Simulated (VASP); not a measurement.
Method: RPBE GGA, VASP's PBE PAW potentials (set 64) (plane waves; VASP).

Input for VASP

POSCAR:
```
SrO
1.0
  0.0000000000   2.5800000000   2.5800000000
  2.5800000000   0.0000000000   2.5800000000
  2.5800000000   2.5800000000   0.0000000000
Sr O
1 1
Direct
  0.0000000000   0.0000000000   0.0000000000
  0.5000000000   0.5000000000   0.5000000000
```

INCAR:
```
SYSTEM = SrO
PREC = Accurate
ENCUT = 520
EDIFF = 1E-6
NELM = 100
ALGO = Normal
LREAL = .FALSE.
LASPH = .TRUE.
ISMEAR = 0
SIGMA = 0.05
GGA = RP
LMAXMIX = 4
LWAVE = .FALSE.
LCHARG = .FALSE.
IBRION = 2
ISIF = 3
NSW = 60
EDIFFG = -0.01
```

File KPOINTS:
```
K-points
0
gamma
 8 8 8
```

POTCAR, in this order: Sr_sv O (PBE.64 set). Program: vasp_std.

What VASP printed:

OSZICAR:
```
       N       E                     dE             d eps       ncg     rms          rms(c)
DAV:   1     0.771560978839E+02    0.77156E+02   -0.87749E+03   696   0.131E+03
DAV:   2    -0.102863520181E+02   -0.87442E+02   -0.80475E+02   984   0.250E+02
DAV:   3    -0.134423426605E+02   -0.31560E+01   -0.31376E+01   928   0.471E+01
DAV:   4    -0.135216100057E+02   -0.79267E-01   -0.79242E-01   960   0.635E+00
DAV:   5    -0.135219727014E+02   -0.36270E-03   -0.36269E-03   892   0.517E-01    0.162E+01
DAV:   6    -0.114134699320E+02    0.21085E+01   -0.10445E+01   792   0.242E+01    0.192E+01
DAV:   7    -0.113320603653E+02    0.81410E-01   -0.57017E-01   896   0.675E+00    0.107E+01
DAV:   8    -0.113477958043E+02   -0.15735E-01   -0.13034E-01   740   0.421E+00    0.935E-01
DAV:   9    -0.113506649293E+02   -0.28691E-02   -0.16547E-02   880   0.113E+00    0.253E-01
DAV:  10    -0.113521012496E+02   -0.14363E-02   -0.20434E-03   724   0.438E-01    0.436E-02
DAV:  11    -0.113523436583E+02   -0.24241E-03   -0.35166E-04   848   0.163E-01    0.713E-02
DAV:  12    -0.113523714003E+02   -0.27742E-04   -0.49457E-05   740   0.657E-02    0.113E-02
DAV:  13    -0.113523728564E+02   -0.14560E-05   -0.51353E-06   876   0.232E-02    0.106E-02
DAV:  14    -0.113523728821E+02   -0.25693E-07   -0.68104E-07   536   0.798E-03
   1 F= -.11352373E+02 E0= -.11352373E+02  d E =-.113524E+02
       N       E                     dE             d eps       ncg     rms          rms(c)
DAV:   1    -0.120908813476E+02   -0.73851E+00   -0.15649E+01   776   0.375E+01    0.711E+00
DAV:   2    -0.115316213097E+02    0.55926E+00   -0.28745E+00   800   0.143E+01    0.240E+00
DAV:   3    -0.114022206848E+02    0.12940E+00   -0.26871E-01   916   0.571E+00    0.283E+00
DAV:   4    -0.113743446864E+02    0.27876E-01   -0.13867E-01  1068   0.275E+00    0.222E+00
DAV:   5    -0.113805410315E+02   -0.61963E-02   -0.96206E-03  1084   0.747E-01    0.104E+00
DAV:   6    -0.113827959423E+02   -0.22549E-02   -0.18265E-02  1116   0.883E-01    0.881E-02
DAV:   7    -0.113828033245E+02   -0.73823E-05   -0.11879E-04   768   0.982E-02    0.423E-02
DAV:   8    -0.113828028088E+02    0.51574E-06   -0.18235E-05   932   0.494E-02    0.651E-03
DAV:   9    -0.113828037137E+02   -0.90487E-06   -0.85612E-07   440   0.902E-03
   2 F= -.11382804E+02 E0= -.11382804E+02  d E =-.304308E-01
       N       E                     dE             d eps       ncg     rms          rms(c)
DAV:   1    -0.114372946161E+02   -0.54492E-01   -0.11016E+00   800   0.100E+01    0.215E+00
DAV:   2    -0.113963258064E+02    0.40969E-01   -0.19214E-01   756   0.367E+00    0.621E-01
DAV:   3    -0.113875909993E+02    0.87348E-02   -0.19085E-02   868   0.150E+00    0.424E-01
DAV:   4    -0.113860244300E+02    0.15666E-02   -0.14546E-02  1056   0.894E-01    0.357E-01
DAV:   5    -0.113865237176E+02   -0.49929E-03   -0.50248E-04   816   0.255E-01    0.896E-02
DAV:   6    -0.113866549443E+02   -0.13123E-03   -0.55357E-04  1180   0.177E-01    0.536E-02
DAV:   7    -0.113866872474E+02   -0.32303E-04   -0.44448E-05  1128   0.509E-02    0.104E-02
DAV:   8    -0.113866876134E+02   -0.36599E-06   -0.13379E-06   492   0.125E-02
   3 F= -.11386688E+02 E0= -.11386688E+02  d E =-.343147E-01
```

### OUTCAR
```
------------------------ aborting loop because EDIFF is reached ----------------------------------------
  FORCE on cell =-STRESS in cart. coord.  units (eV):
  Direction    XX          YY          ZZ          XY          YZ          ZX
  --------------------------------------------------------------------------------------
  Total        0.0030774      0.0030774      0.0030774      0.0000000      0.0000000      0.0000000
  in kB        0.1350759      0.1350759      0.1350759      0.0000000      0.0000000      0.0000000
  external PRESSURE =       0.1350759 kB  Pullay stress =       0.0000000 kB
  volume of cell :       36.50
      direct lattice vectors                 reciprocal lattice vectors
    -0.000000000  2.632874406  2.632874406    -0.189906514  0.189906514  0.189906514
     2.632874406  0.000000000  2.632874406     0.189906514 -0.189906514  0.189906514
     2.632874406  2.632874406 -0.000000000     0.189906514  0.189906514 -0.189906514
  FREE ENERGIE OF THE ION-ELECTRON SYSTEM (eV)
  ---------------------------------------------------
  free  energy   TOTEN  =       -11.3866876134 eV

  energy  without entropy=      -11.3866876134  energy(sigma->0) =      -11.38668761

 reached required accuracy - stopping structural energy minimisation
```
(Selected blocks of OUTCAR.)

**CONTCAR**
```
SrO
   1.00000000000000
    -0.0000000000000000    2.6328744059310294    2.6328744059310294
     2.6328744059310294    0.0000000000000000    2.6328744059310294
     2.6328744059310294    2.6328744059310294   -0.0000000000000000
  Sr              O
     1     1
Direct
     0.0000000000000000    0.0000000000000000    0.0000000000000000
     0.5000000000000000    0.5000000000000000    0.5000000000000000
```

Energy and stress use the plane-wave basis of the starting cell.

The compound is SrO in the rock salt structure. This run relaxes it. Symmetry was kept, so distortions that lower it aren't found.
